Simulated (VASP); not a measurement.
A convergence study with VASP on Sr (fcc): a few settings are varied, all else stays as given below, so the limit is that of these other settings. The cell's lengths are 1 % over those of the tabulated start, so it is off equilibrium.

```
CELL_PARAMETERS angstrom
      0.00000     3.07040     3.07040
      3.07040     0.00000     3.07040
      3.07040     3.07040     0.00000
ATOMIC_POSITIONS crystal
  Sr 0.00000 0.00000 0.00000
```

Calculation: PBE GGA, VASP's PBE PAW potentials (set 64) (plane waves; VASP). The last row used: 900 eV cut-off, 9×9×9 Γ-centred mesh, first-order Methfessel-Paxton smearing of 0.10 eV, potentials Sr_sv.

Energies of different potentials or hybrids have different zeros.

| setting | E (eV/atom) | pressure (GPa) | plane waves |
|---|---|---|---|
| ENCUT = 300 | ___ | ___ | 701 |
| ENCUT = 400 | -1.6269 | -0.64 | 1067 |
| ENCUT = 520 | -1.6279 | -0.62 | 1580 |
| ENCUT = 700 | -1.6279 | -0.62 | 2454 |
| ENCUT = 900 | -1.6279 | ___ | 3571 |

**Question.** Fill in the missing entries.

**Answer.** 
- ENCUT = 300, E (eV/atom): -1.6286
- ENCUT = 300, pressure (GPa): -0.70
- ENCUT = 900, pressure (GPa): -0.61

Left out are rungs that failed or repeat a setting and relaxations that didn't move; long series are thinned to 24 rows.

The compound is Sr in the fcc structure. The cell was not relaxed at this level.
